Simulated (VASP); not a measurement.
Set up this calculation in VASP 6.6.1, as the native input.

```yaml
Task: relaxation of cell and atoms
Functional: PBE
Potentials_or_basis: VASP PAW PBE potentials, release 64 (W_sv_GW, Au_GW)
Cutoff: 600 eV
k_mesh: 8 × 8 × 8
Occupations: fermi-dirac, width 0.05 eV
Spin: no spin polarisation
Further_INCAR_settings: ALGO = Normal; EDIFF = 1e-06; IBRION = 2; EDIFFG = -0.01; NSW = 40; ISIF = 3
```

The structure of WAu lies in POSCAR:

```
WAu
1.0
    0.0000000000      2.7479792600      2.7479792600
    2.7479792600      0.0000000000      2.7479792600
    2.7479792600      2.7479792600      0.0000000000
W Au
1 1
Direct
    0.0000000000      0.0000000000      0.0000000000
    0.7500000000      0.7500000000      0.7500000000
```

The cell was built by a generator and needn't be a form met in nature.

One way to write it, as run:

INCAR

```
PREC     = Accurate       # precision mode
ENCUT    = 600            # plane-wave cutoff, eV
EDIFF    = 1E-6           # SCF threshold, eV
ISMEAR   = -1             # smearing method
SIGMA    = 0.05           # smearing width, eV
LREAL    = False          # projectors in reciprocal space
LASPH    = True           # aspherical terms in the spheres
NELM     = 80             # most SCF steps
ALGO     = Normal         # electronic algorithm
ISIF     = 3              # what is computed and relaxed
LWAVE    = False          # write WAVECAR
LCHARG   = False          # write CHGCAR
GGA      = PE             # functional
IBRION   = 2              # ionic algorithm
NSW      = 40             # ionic steps
EDIFFG   = -0.01          # ionic threshold
```

KPOINTS

```
Automatic mesh
0
Gamma
  8 8 8
```

Potentials or basis: VASP PAW PBE potentials, release 64 (W_sv_GW, Au_GW).

Launch:

```bash
$ cat potpaw_PBE.64/W_sv_GW/POTCAR potpaw_PBE.64/Au_GW/POTCAR > POTCAR
$ mpirun -np 1 vasp_std > vasp.out
```

Results of the run:

```json
{
  "Relaxed volume": "24.45 Å³/atom",
  "Relaxed cell": "a = 4.105 Å, b = 4.105 Å, c = 4.105 Å, α = 60.00°, β = 60.00°, γ = 60.00°",
  "Space group after relaxing (to 0.05 Å)": "F-43m (No. 216)",
  "Energy gained by relaxing": "314.1 meV/atom",
  "Ionic steps": "5",
  "Pressure after relaxing": "0.0 GPa",
  "Band gap on the k mesh": "none (metal or under the smearing width)"
}
```

Caveat: the volume moved by over 15 % at a fixed basis, so the end points are rough.

It took 2.3 min on 1 thread of Intel(R) Xeon(R) Platinum 8259CL CPU @ 2.50GHz (Skylake/Cascade Lake) (shared host), peak memory 0.21 GiB.
